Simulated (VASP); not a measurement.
Output of a VASP run:

### OSZICAR
```
       N       E                     dE             d eps       ncg     rms          rms(c)
DAV:   1     0.590811677294E+03    0.59081E+03   -0.23167E+04   524   0.158E+03
DAV:   2     0.600825358240E+02   -0.53073E+03   -0.51495E+03   554   0.440E+02
DAV:   3    -0.267226229122E+02   -0.86805E+02   -0.85228E+02   641   0.172E+02
DAV:   4    -0.322374721457E+02   -0.55148E+01   -0.54455E+01   696   0.433E+01
DAV:   5    -0.324575723465E+02   -0.22010E+00   -0.21941E+00   720   0.851E+00    0.121E+01
DAV:   6    -0.324944773324E+02   -0.36905E-01   -0.33300E+01   704   0.842E+01    0.885E+00
DAV:   7    -0.307336972918E+02    0.17608E+01   -0.78478E+00   648   0.635E+01    0.377E+00
DAV:   8    -0.309443276951E+02   -0.21063E+00   -0.35374E+00   784   0.203E+01    0.298E+00
DAV:   9    -0.308316901032E+02    0.11264E+00   -0.96166E-01   720   0.159E+01    0.440E-01
DAV:  10    -0.308352095050E+02   -0.35194E-02   -0.61302E-02   768   0.344E+00    0.176E-01
DAV:  11    -0.308361832432E+02   -0.97374E-03   -0.10716E-02   765   0.134E+00    0.132E-01
DAV:  12    -0.308359453156E+02    0.23793E-03   -0.15507E-03   736   0.718E-01    0.301E-02
DAV:  13    -0.308359688182E+02   -0.23503E-04   -0.24068E-04   722   0.931E-02    0.110E-02
DAV:  14    -0.308359768390E+02   -0.80209E-05   -0.34662E-05   712   0.690E-02    0.104E-02
DAV:  15    -0.308359748185E+02    0.20205E-05   -0.12075E-05   576   0.626E-02    0.275E-03
DAV:  16    -0.308359754580E+02   -0.63950E-06   -0.34201E-06   520   0.853E-03
   1 F= -.30835975E+02 E0= -.30835975E+02  d E =-.683889E-10
```

**OUTCAR**
```
------------------------ aborting loop because EDIFF is reached ----------------------------------------
  FORCE on cell =-STRESS in cart. coord.  units (eV):
  Direction    XX          YY          ZZ          XY          YZ          ZX
  --------------------------------------------------------------------------------------
  Total        5.5492790      5.5492790      5.6063607      0.0000000      0.0000000      0.0000000
  in kB       52.8561699     52.8561699     53.3998657      0.0000000      0.0000000      0.0000000
  external PRESSURE =      53.0374018 kB  Pullay stress =       0.0000000 kB
  volume of cell :      168.21
      direct lattice vectors                 reciprocal lattice vectors
    -2.776670000  2.776670000  5.454349000     0.000000000  0.180071813  0.091669968
     2.776670000 -2.776670000  5.454349000     0.180071813  0.000000000  0.091669968
     2.776670000  2.776670000 -5.454349000     0.180071813  0.180071813  0.000000000
 POSITION                                       TOTAL-FORCE (eV/Angst)
 -----------------------------------------------------------------------------------
      0.00000      0.00000      5.45435        -0.000000      0.000000      0.000000
      2.77667     -0.00000      2.72717        -0.000000      0.000000     -0.000000
      0.00000      0.00000      0.00000        -0.000000      0.000000     -0.000000
     -0.00000      2.77667      2.72717        -0.000000      0.000000      0.000000
      1.38834      1.38834      6.81794         0.390697      0.000000     -0.000000
      1.38834     -1.38834      4.09076        -0.000000     -0.390697      0.000000
      1.38834      1.38834      1.36359        -0.390697      0.000000      0.000000
     -1.38834      1.38834      4.09076        -0.000000      0.390697     -0.000000
 -----------------------------------------------------------------------------------
    total drift:                               -0.000005     -0.000005     -0.000017
  FREE ENERGIE OF THE ION-ELECTRON SYSTEM (eV)
  ---------------------------------------------------
  free  energy   TOTEN  =       -30.8359754580 eV

  energy  without entropy=      -30.8359754579  energy(sigma->0) =      -30.83597546
```
(Selected blocks of OUTCAR.)

File POSCAR:
```
CuGaSe2
1
   -2.7766700000     2.7766700000     5.4543490000
    2.7766700000    -2.7766700000     5.4543490000
    2.7766700000     2.7766700000    -5.4543490000
Ga Cu Se
2 2 4
Direct
  0.5000000000   0.5000000000   0.0000000000
  0.2500000000   0.7500000000   0.5000000000
  0.0000000000   0.0000000000   0.0000000000
  0.7500000000   0.2500000000   0.5000000000
  0.8750000000   0.8750000000   0.5000000000
  0.1250000000   0.6250000000   0.0000000000
  0.3750000000   0.3750000000   0.5000000000
  0.6250000000   0.1250000000   0.0000000000
```

Question: Write an INCAR and KPOINTS that could have produced this output.

Answer: Several could match; the one computed here: the input of the run itself, PBE GGA, plane waves, VASP's PBE PAW potentials (set 64).

**INCAR**
```
ALGO=Normal
EDIFF=1E-6
ENCUT=300
GGA=PE
ISIF=2
ISMEAR=-1
LASPH=.True.
LCHARG=.False.
LMAXMIX=4
LREAL=.False.
LWAVE=.False.
NELM=100
PREC=Accurate
SIGMA=0.01
SYSTEM=CuGaSe2
```

**KPOINTS**
```
Automatic mesh
0
Gamma
3 3 3
0 0 0
```

POTCAR, in this order: Ga_d Cu Se (PBE.64 set). Program: vasp_std.

At this cut-off the stress carries a Pulay error, which pulls relaxed volumes low.

The structure is a typed CuGaSe2 crystal. The cell was not relaxed at this level. The k-mesh is coarse (spacing up to 0.53 per Å, 2π included), so the numbers may not be converged in it.
